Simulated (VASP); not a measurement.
Energy against volume of AlN (zinc blende). These are RPBE GGA, VASP's PBE PAW potentials (set 64) (plane waves; VASP) values and carry that method's errors.

```
V (Å³/atom)  E (eV/atom)
-----------  -----------
10.181          -7.04120
10.506          -7.06057
10.831          -7.06673
11.156          -7.06152
11.481          -7.04648
```

Task: Fit a third-order Birch-Murnaghan equation of state.

Result: 
```
Property                                          Value
---------------------------------------  --------------
volume per atom                          10.84 Å^3/atom
bulk modulus                                    186 GPa
pressure derivative of the bulk modulus            3.96
lattice constant a                              4.426 Å
```

The compound is AlN in the zinc blende structure, a metastable form; wurtzite is the usual one. It was relaxed first.
